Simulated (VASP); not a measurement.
VASP runs on BaO (rock salt) share one base input (PBE GGA, plane waves, VASP's PBE PAW potentials (set 64)) and change the settings named in each case.

**KPOINTS**
```
Automatic mesh
0
Gamma
7 7 7
0 0 0
```

### INCAR
```
! general
SYSTEM  = BaO
PREC    = Accurate
ENCUT   = 520   ! plane-wave cut-off (eV)
LREAL   = .False.
LASPH   = .True.

! electronic loop
EDIFF   = 1E-6
NELM    = 100   ! most electronic steps
ALGO    = Normal   ! blocked Davidson
LMAXMIX = 4

! smearing
ISMEAR  = 0   ! Gaussian
SIGMA   = 0.05   ! width (eV)

! functional
GGA     = PE   ! PBE

! ions
ISIF    = 2   ! forces and stress, cell fixed

! output
LWAVE   = .False.
LCHARG  = .False.
```

### POSCAR
```
BaO
1
    0.0000000000     2.8254000000     2.8254000000
    2.8254000000     0.0000000000     2.8254000000
    2.8254000000     2.8254000000     0.0000000000
Ba O
1 1
Direct
  0.0000000000   0.0000000000   0.0000000000
  0.5000000000   0.5000000000   0.5000000000
```

POTCAR, in this order: Ba_sv O (PBE.64 set). Program: vasp_std.

| change | E(σ→0) (eV/atom) | pressure (GPa) |
|---|---|---|
| base run | -5.9033 | -1.26 |
| GGA = RP | -5.5690 | 1.01 |
| IVDW = 13 | -6.0852 | … |
| AGGAC = 0.0, GGA = BO, LUSE_VDW = .TRUE., PARAM1 = 0.1833333333, PARAM2 = 0.22 | -4.2062 | … |

Problem. Complete the blanks.

Solution. 
- AGGAC = 0.0, GGA = BO, LUSE_VDW = .TRUE., PARAM1 = 0.1833333333, PARAM2 = 0.22, pressure (GPa): -2.49
- IVDW = 13, pressure (GPa): -2.59

Energies of different potentials or functionals have different zeros. Unless said otherwise, spin-orbit coupling is left out, though it shifts the bands of the heavy elements here.

Left out are runs that ran out of time, are held back, or changed the cell or the kind of run, fixed moments of cells without a moment, rows past the twelfth, gaps on odd meshes, pressures of charged cells and columns that move by less than the noise.

The compound is BaO in the rock salt structure. The cell was not relaxed at this level.
